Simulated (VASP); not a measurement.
Method: PBE GGA, VASP's PBE PAW potentials (set 64) (plane waves; VASP).

VASP input:

INCAR:
```
SYSTEM  =  SnO
PREC  =  Accurate; ENCUT  =  620; LREAL  =  .FALSE.
LASPH  =  .TRUE.
EDIFF  =  1E-6; NELM  =  100; ALGO  =  Normal
LMAXMIX  =  4
ISMEAR  =  1; SIGMA  =  0.1
GGA  =  PE
IBRION  =  2; NSW  =  40; ISIF  =  3
EDIFFG  =  -0.02; PSTRESS  =  100
LWAVE  =  .FALSE.; LCHARG  =  .FALSE.
```

File POSCAR:
```
SnO
1
    3.7973861408     0.0000000000     0.0000000000
    0.0000000000     3.7973861408     0.0000000000
    0.0000000000     0.0000000000     4.5614401892
Sn O
2 2
Direct
  0.5000000000   0.0000000000   0.7447056360
  0.0000000000   0.5000000000   0.2552943640
  0.5000000000   0.5000000000   0.0000000000
  0.0000000000   0.0000000000   0.0000000000
```

**KPOINTS**
```
Automatic mesh
0
Gamma
8 8 7
0 0 0
```

POTCAR, in this order: Sn_d O (PBE.64 set). Program: vasp_std.

### Question
What will the output report for the number of irreducible k-points (NKPTS), largest plane-wave count, number of space-group operations, FFT grid (NGX, NGY, NGZ)?

### Answer

```
Quantity                                       Value
--------------------------------------  ------------
number of irreducible k-points (NKPTS)            60
largest plane-wave count                        2324
number of space-group operations                  16
FFT grid (NGX, NGY, NGZ)                32 × 32 × 40
```

The compound is SnO in the litharge structure. This run relaxes it under an external pressure of 10 GPa. Symmetry was kept, so distortions that lower it aren't found.
